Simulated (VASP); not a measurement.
Calculation: PBE GGA, VASP's PBE PAW potentials (set 64) (plane waves; VASP).

A VASP calculation is set up with these files.

### POSCAR
```
Si2Ni
1
    0.0000000000     2.6489400000     2.6489400000
    2.6489400000     0.0000000000     2.6489400000
    2.6489400000     2.6489400000     0.0000000000
Si Ni
2 1
Direct
  0.2500000000   0.2500000000   0.2500000000
  0.7500000000   0.7500000000   0.7500000000
  0.0000000000   0.0000000000   0.0000000000
```

**INCAR**
```
# general
SYSTEM   =  Si2Ni
PREC     =  Accurate
ENCUT    =  300   # plane-wave cut-off (eV)
LREAL    =  F
LASPH    =  T   # aspherical one-centre terms

# electronic loop
EDIFF    =  1E-6
NELM     =  100   # most electronic steps
ALGO     =  Normal
LMAXMIX  =  4   # l cut-off of mixed one-centre charges

# smearing
ISMEAR   =  0
SIGMA    =  0.05

# functional
GGA      =  PE   # PBE

# spin
ISPIN    =  2   # spin-polarised
MAGMOM   =  0.0 0.0 2.0

# ions
ISIF     =  2   # forces and stress, cell fixed

# output
LWAVE    =  F
LCHARG   =  F
LORBIT   =  11
```

KPOINTS:
```
Regular mesh
0
G
 9 9 9
0 0 0
```

POTCAR, in this order: Si Ni (PBE.64 set). Program: vasp_std.

**Question.** What will the output report for the number of irreducible k-points (NKPTS), largest plane-wave count, number of space-group operations, FFT grid (NGX, NGY, NGZ)?

**Answer.** 
```yaml
number of irreducible k-points (NKPTS): 35
largest_plane_wave_count: 452
number_of_space_group_operations: 48
FFT grid (NGX, NGY, NGZ): 24 × 24 × 24
```

The structure comes from a measured Si2Ni entry (Fm-3m) of the Crystallography Open Database, whose conditions weren't checked. The cell was not relaxed at this level, and its volume differs by -5.9 % from the start's.
